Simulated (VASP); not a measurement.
Crystal: ZnIr2O4.

```xyz
14
Lattice="0.0000 4.3747 4.3747 4.3747 0.0000 4.3747 4.3747 4.3747 0.0000" Properties=species:S:1:pos:R:3 pbc="T T T"
Zn    6.5620    6.5620    6.5620
Zn    4.3747    4.3747    4.3747
Ir    3.2810    3.2810    1.0937
Ir    3.2810    1.0937    3.2810
Ir    1.0937    3.2810    3.2810
Ir    1.0937    1.0937    1.0937
O     5.5684    5.5684    3.1809
O     5.5684    3.1809    5.5684
O     3.1809    5.5684    5.5684
O     3.1809    3.1809    3.1809
O     5.3683    5.3683    7.7558
O     5.3683    7.7558    5.3683
O     7.7558    5.3683    5.3683
O     7.7558    7.7558    7.7558
```

The cell comes from a database or a generator and needn't be the stable form of this composition.

| Item | Value |
| --- | --- |
| Program | VASP 6.6.1 |
| Task | relaxation of cell and atoms |
| Functional | PBE |
| Dispersion | D3(BJ) |
| Potentials or basis | VASP PAW PBE potentials, release 64 (Zn, Ir, O) |
| Cutoff | 600 eV |
| k mesh | 6 × 6 × 6 |
| Occupations | gaussian, width 0.03 eV |
| Spin | no spin polarisation |

At the start: pressure -3.9 GPa; volume 11.96 Å³/atom.

Q: Where does the relaxation end?

A: Over 7 steps the energy falls by 3.2 meV/atom and the volume is 11.69 Å³/atom (-2.2 %); space group Fd-3m (No. 227, to 0.05 Å).

Step by step:
```
step  energy change (eV)  largest force (eV/Å)  pressure (GPa)  volume (Å³)
   1              0.0000                0.0376           -3.88       167.44
   2              0.0321                0.4327            5.62       160.52
   3             -0.0374                0.1535           -0.09       164.46
   4             -0.0374                0.1569            0.01       164.41
   5             -0.0431                0.0637            0.07       163.98
   6             -0.0442                0.0118            0.10       163.75
   7             -0.0442                0.0065            0.10       163.72
```

Final structure:
```
Zn Ir O
1.0
     0.00000    4.34205    4.34205
     4.34205    0.00000    4.34205
     4.34205    4.34205    0.00000
Zn Ir O
2 4 8
Direct
  0.75000 0.75000 0.75000
  0.50000 0.50000 0.50000
  0.12500 0.12500 0.62500
  0.12500 0.62500 0.12500
  0.62500 0.12500 0.12500
  0.12500 0.12500 0.12500
  0.36422 0.36422 0.90734
  0.36422 0.90734 0.36422
  0.90734 0.36422 0.36422
  0.36422 0.36422 0.36422
  0.88578 0.88578 0.34266
  0.88578 0.34266 0.88578
  0.34266 0.88578 0.88578
  0.88578 0.88578 0.88578
```
